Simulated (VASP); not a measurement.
Input for VASP

**KPOINTS**
```
Automatic mesh
0
Gamma
4 6 4
0 0 0
```

INCAR:
```
LWAVE = F
SYSTEM = Al3GaN4
EDIFF = 1E-6   ! SCF stop (eV)
ISMEAR = 0
LCHARG = F
PREC = Accurate
ISIF = 3   ! ions, shape and volume
LREAL = F   ! projection in real space or not
ENCUT = 520
LMIXTAU = T
METAGGA = R2SCAN
NSW = 60   ! most ionic steps
IBRION = 2
NELM = 100   ! most electronic steps
ALGO = Normal   ! blocked Davidson
SIGMA = 0.05
LASPH = T
LMAXMIX = 4
EDIFFG = -0.02   ! ionic stop
```

POSCAR:
```
Al3GaN4
1
    5.0456648471     0.0000000000    -0.0002743227
    0.0000000000     3.1309593775     0.0000000000
   -0.0036529819     0.0000000000     5.4193128953
Al Ga N
3 1 4
Direct
  0.5000564267   0.5000000000   0.1674056450
  0.0009714588   0.5000000000   0.8350530874
  0.0010269474   0.0000000000   0.3315112827
  0.4996257079   0.0000000000   0.6662146770
  0.1107947690   0.0000000000   0.6663040080
  0.1225896313   0.5000000000   0.1672236195
  0.6253015812   0.5000000000   0.8405198818
  0.6232334777   0.0000000000   0.3259677985
```

POTCAR, in this order: Al Ga_d N (PBE.64 set). Program: vasp_std.

Write an equivalent input for Ansatz.

One equivalent input (not run):
Ansatz 0.2 input:
```yaml
crystal:
  lattice:
    - [5.0456648, 0.0000000, -0.0002743]
    - [0.0000000, 3.1309594, 0.0000000]
    - [-0.0036530, 0.0000000, 5.4193129]
  atoms:
    - { symbol: Al, position: [0.5000564, 0.5000000, 0.1674056] }
    - { symbol: Al, position: [0.0009715, 0.5000000, 0.8350531] }
    - { symbol: Al, position: [0.0010269, 0.0000000, 0.3315113] }
    - { symbol: Ga, position: [0.4996257, 0.0000000, 0.6662147] }
    - { symbol: N, position: [0.1107948, 0.0000000, 0.6663040] }
    - { symbol: N, position: [0.1225896, 0.5000000, 0.1672236] }
    - { symbol: N, position: [0.6253016, 0.5000000, 0.8405199] }
    - { symbol: N, position: [0.6232335, 0.0000000, 0.3259678] }
kpoints:
  mp_grid: { grid: [4, 6, 4] }
hamiltonian:
  xc: r2scan
  pseudopotentials: { kind: paw }
scf:
  occupations: { method: gaussian, width: 0.05 }
  max_iter: 100
relax:
  max_steps: 60
  f_tol: 0.02
  cell: {}
output: { forces: true, stress: true, eigenvalues: true }
```
The two are equivalent in intent, not identical: each code has its own PAW files, so the cut-off isn't converted (ENCUT is set for VASP's; basis.ecutwfc is left out, and Ansatz then takes the one that its files recommend); Ansatz stops its SCF on the density residual and VASP on the energy change (EDIFF).

The structure comes from a computed database's Al3GaN4 entry (Pm); how it stands against other phases isn't given here. This run relaxes it. Symmetry was kept, so distortions that lower it aren't found. The start is the result of an earlier pass.
